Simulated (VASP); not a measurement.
Lu3Si, 4 atoms in the cell. Symmetry: Pm-3m, No. 221, cubic system. The conventional cell has a = 4.541 Å, b = 4.541 Å, c = 4.541 Å, α = 90.00°, β = 90.00°, γ = 90.00°. Lu (site symmetry 4/mmm) has 8 Lu at 3.21 Å and 4 Si at 3.21 Å as nearest neighbours. Around Si (site symmetry m-3m) lie 12 Lu at 3.21 Å. The cell comes from a database or a generator and needn't be the stable form of this composition.

- Program: VASP 6.6.1
- Task: single point
- Functional: PBE
- Potentials or basis: VASP PAW PBE potentials, release 64 (Lu, Si)
- Cutoff: 520 eV
- k mesh: 5 × 5 × 5, shifted
- Occupations: gaussian, width 0.05 eV
- Spin: no spin polarisation
- Dipole correction: no
- Further INCAR settings: ALGO = Fast; EDIFF = 1e-07; NBANDS = 48

Potentials or basis: VASP PAW PBE potentials, release 64 (Lu, Si).

Launch:

```bash
$ cat potpaw_PBE.64/Lu/POTCAR potpaw_PBE.64/Si/POTCAR > POTCAR
$ mpirun -np 1 vasp_std > vasp.out
```

Hardware: 1 thread of Intel(R) Xeon(R) 6975P-C (Granite Rapids), with other jobs on the host.

Q: How long does it take, and how much memory?

A: Run time: 110 s on 1 thread of Intel(R) Xeon(R) 6975P-C (Granite Rapids), on a shared host, peak memory 0.23 GiB. Counts: scf iterations 59, k points 10.
